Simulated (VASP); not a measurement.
```
TlSbTe2
1.0
    2.24583     1.29663     7.92820
   -2.24583     1.29663     7.92820
    0.00000    -2.59327     7.92820
Tl Sb Te
1 1 2
Direct
  0.00000   0.00000   0.00000
  0.50000   0.50000   0.50000
  0.23922   0.23922   0.23922
  0.76078   0.76078   0.76078
```

Method: PBE GGA, VASP's PBE PAW potentials (set 64) (plane waves; VASP). Run with 400 eV cut-off, Gaussian smearing of 0.050 eV, potentials Tl_d Sb Te.

Unless said otherwise, spin-orbit coupling is left out, though it shifts the bands of the heavy elements here.

Problem. Give the energies of bands 9 to 18 at the high-symmetry points, in eV from the valence-band maximum.

Solution. 
```
band      Γ      T     H2      L     S0      F
----  -----  -----  -----  -----  -----  -----
9     -5.08  -5.85  -5.80  -5.84  -5.78  -5.53
10    -1.96  -1.94  -4.13  -4.16  -4.25  -4.80
11    -1.96  -1.94  -3.91  -3.19  -3.77  -3.32
12    -1.90  -1.34  -3.41  -2.63  -3.56  -3.24
13    -1.13  -1.23  -2.11  -2.38  -2.08  -1.28
14    -1.13  -1.23  -1.47  -1.92  -1.61  -1.16
15     0.00  -0.74  -1.11  -1.60  -0.71  -0.32
16     0.17   1.14   1.74   2.22   1.02   0.44
17     0.97   1.25   1.75   2.42   2.45   0.79
18     0.97   1.25   2.88   3.02   2.51   1.31
```

The gap is direct, 0.17 eV, from the valence maximum at Γ to the conduction minimum at Γ.

The structure comes from a computed database's TlSbTe2 entry (R-3m); how it stands against other phases isn't given here. It was relaxed first.
